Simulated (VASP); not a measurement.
A run of VASP 6.6.1 is set up as follows.

Contents of INCAR:

```
SYSTEM = BaP
PREC     = Accurate       ! precision mode
ENCUT    = 520            ! plane-wave cutoff, eV
EDIFF    = 1E-7           ! SCF threshold, eV
ISMEAR   = 1              ! smearing method
SIGMA    = 0.0271         ! smearing width, eV
LREAL    = .False.        ! projectors in reciprocal space
LASPH    = .True.         ! aspherical terms in the spheres
NELM     = 80             ! most SCF steps
ALGO     = Normal         ! electronic algorithm
ISIF     = 2              ! what is computed and relaxed
LWAVE    = .False.        ! write WAVECAR
LCHARG   = .False.        ! write CHGCAR
GGA      = PE             ! functional
NBANDS   = 23             ! bands
```

KPOINTS

```
regular mesh
0
Gamma
  5 5 3
  0 0 0
```

File POSCAR:

```
BaP
1.0
    4.1886420000      0.0000000000      0.0000000000
   -2.0943210000      3.6274720000      0.0000000000
    0.0000000000      0.0000000000      6.8020140000
Ba P
2 2
Direct
    0.3333300000      0.6666700000      0.0000000000
    0.6666600000      0.3333300000      0.5000000000
    0.3333300000      0.6666700000      0.3775000000
    0.6666600000      0.3333300000      0.8775000000
```

Potentials or basis: VASP PAW PBE potentials, release 64 (Ba_sv, P).

The run is started by

```console
$ cat potpaw_PBE.64/Ba_sv/POTCAR potpaw_PBE.64/P/POTCAR > POTCAR
$ mpirun -np 1 vasp_std > vasp.out
```

Question: Predict the pressure.

Answer: 36.6 GPa.

Question: Predict the band gap on the k mesh.

Answer: None (metal or under the smearing width).

Question: What does it give for the largest force?

Answer: 0.124 eV/Å.

Forces in eV/Å, atoms in the order of the input:
```
Ba   0.000  0.000 -0.124
Ba   0.000  0.000 -0.124
P    0.000  0.000  0.124
P    0.000  0.000  0.124
```

Caveat: a pressure of tens of GPa on the cell as given is suspect, and the run, the potentials or the cell itself is likely at fault. Spin-orbit coupling is left out, which matters for the levels of Ba.
